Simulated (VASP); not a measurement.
Method: PBE GGA, VASP's PBE PAW potentials (set 64) (plane waves; VASP 6.6.1).

The input files of a VASP run:

### INCAR
```
# general
SYSTEM = C
PREC   = Accurate
ENCUT  = 520
LREAL  = .False.
LASPH  = .True.
ISYM   = -1

# electronic loop
EDIFF  = 1E-6
NELM   = 100
ALGO   = Normal

# smearing
ISMEAR = 0
SIGMA  = 0.05

# functional
GGA    = PE

# ions
ISIF   = 2

# output
LWAVE  = .False.
LCHARG = .False.
```

**KPOINTS**
```
Automatic mesh
0
Gamma
11 11 11
0 0 0
```

**POSCAR**
```
C
1.78350
  0.0000000000   1.0000000000   1.0000000000
  1.0000000000   0.0000000000   1.0000000000
  1.0000000000   1.0000000000   0.0000000000
C
2
Cartesian
  0.0000000000   0.0000000000   0.0000000000
  0.5000000000   0.5000000000   0.5000000000
```

POTCAR, in this order: C (PBE.64 set). Program: vasp_std.

### Question
What will the output report for the number of irreducible k-points (NKPTS), number of bands (NBANDS), largest plane-wave count, FFT grid (NGX, NGY, NGZ)?

### Answer

The number of irreducible k-points (NKPTS) is 1331, the number of bands (NBANDS) comes out as 8 and the largest plane-wave count comes out as 316. The FFT grid (NGX, NGY, NGZ) comes out as 20 × 20 × 20.

The compound is C in the diamond structure. The cell was not relaxed at this level. The run is one of a series of settings (ISYM = -1 against the base run), some of them coarse on purpose.
